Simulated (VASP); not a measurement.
All values below come from PBEsol GGA with spin-orbit coupling, VASP's PBE PAW potentials (set 64) (plane waves; VASP 6.6.1).

VASP input:

POSCAR:
```
ZnS
1
    0.0000000000     2.6776703000     2.6776703000
    2.6776703000     0.0000000000     2.6776703000
    2.6776703000     2.6776703000     0.0000000000
Zn S
1 1
Direct
  0.0000000000   0.0000000000   0.0000000000
  0.2500000000   0.2500000000   0.2500000000
```

INCAR:
```
# general
SYSTEM     = ZnS
PREC       = Accurate
ENCUT      = 400
LREAL      = .FALSE.
LASPH      = .TRUE.

# electronic loop
EDIFF      = 1E-6
NELM       = 100
ALGO       = Normal
LMAXMIX    = 4

# smearing
ISMEAR     = 0
SIGMA      = 0.05

# functional
GGA        = PS
GGA_COMPAT = .FALSE.

# spin
MAGMOM     = 6*0
LSORBIT    = .TRUE.

# output
LWAVE      = .FALSE.
LCHARG     = .FALSE.
```

File KPOINTS:
```
Automatic mesh
0
Gamma
8 8 8
0 0 0
```

KPOINTS_OPT:
```
k-points along high-symmetry lines
8
Line-mode
Reciprocal
  0.000000   0.000000   0.000000 ! GAMMA
 -0.500000  -0.500000   0.000000 ! X

 -0.500000  -0.500000   0.000000 ! X
 -0.375000  -0.375000   0.250000 ! U

 -0.375000   0.000000   0.375000 ! K
  0.000000   0.000000   0.000000 ! GAMMA

  0.000000   0.000000   0.000000 ! GAMMA
  0.000000   0.000000   0.500000 ! L

  0.000000   0.000000   0.500000 ! L
 -0.500000  -0.250000   0.250000 ! W

 -0.500000  -0.250000   0.250000 ! W
 -0.500000  -0.500000   0.000000 ! X
```

POTCAR, in this order: Zn S (PBE.64 set). Program: vasp_ncl.

What will the output report for the number of irreducible k-points (NKPTS), number of bands (NBANDS), largest plane-wave count, number of space-group operations, FFT grid (NGX, NGY, NGZ)?

```json
{
 "number of irreducible k-points (NKPTS)": "43",
 "number of bands (NBANDS)": "26",
 "largest_plane_wave_count": "1450",
 "number_of_space_group_operations": "24",
 "FFT grid (NGX, NGY, NGZ)": "28 × 28 × 28"
}
```

The compound is ZnS in the zinc blende structure. It was relaxed first.
